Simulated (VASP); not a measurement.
A convergence study with VASP on ZnO (wurtzite): one setting is varied, all else stays as given below, so the limit is that of these other settings. Each run relaxes cell and ions from the cell shown. The basis is that of the starting cell, so low cut-offs carry a Pulay error.

```
ZnO
1.0
    1.62500    -2.81458     0.00000
    1.62500     2.81458     0.00000
    0.00000     0.00000     5.21000
Zn O
2 2
Direct
  0.66667   0.33333   0.50000
  0.33333   0.66667   0.00000
  0.66667   0.33333   0.88200
  0.33333   0.66667   0.38200
```

Calculation: PBE GGA, VASP's PBE PAW potentials (set 64) (plane waves; VASP). The tightest run used: 800 eV cut-off, 7×7×4 Γ-centred mesh, Gaussian smearing of 0.050 eV, potentials Zn O.

Question: The settings run are ENCUT = 250; ENCUT = 300; ENCUT = 350; ENCUT = 400; ENCUT = 450; ENCUT = 500; ENCUT = 550; ENCUT = 600; ENCUT = 650; ENCUT = 700; ENCUT = 750; ENCUT = 800. From which on does the relaxed volume stay within 0.1 Å³/atom of the tightest run?

Answer: From ENCUT = 500 on: it is off by 0.015 there and by no more than 0.1 in any finer run, while ENCUT = 450 is off by 0.126.
| setting | relaxed volume (Å³/atom) | E (eV/atom) | plane waves | difference judged (Å³/atom) |
|---|---|---|---|---|
| ENCUT = 250 | 9.851 | -5.0775 | 446 | 2.553 |
| ENCUT = 300 | 10.826 | -4.6319 | 573 | 1.578 |
| ENCUT = 350 | 11.501 | -4.4852 | 720 | 0.904 |
| ENCUT = 400 | 11.995 | -4.4651 | 878 | 0.410 |
| ENCUT = 450 | 12.278 | -4.4635 | 1087 | 0.126 |
| ENCUT = 500 | 12.389 | -4.4644 | 1224 | 0.015 |
| ENCUT = 550 | 12.408 | -4.4649 | 1412 | 0.003 |
| ENCUT = 600 | 12.396 | -4.4653 | 1616 | 0.009 |
| ENCUT = 650 | 12.387 | -4.4658 | 1822 | 0.018 |
| ENCUT = 700 | 12.389 | -4.4666 | 2021 | 0.015 |
| ENCUT = 750 | 12.397 | -4.4672 | 2243 | 0.008 |
| ENCUT = 800 | 12.405 | -4.4677 | 2468 | 0.000 |

Left out are rungs that failed or repeat a setting and relaxations that didn't move; long series are thinned to 24 rows.

The compound is ZnO in the wurtzite structure.
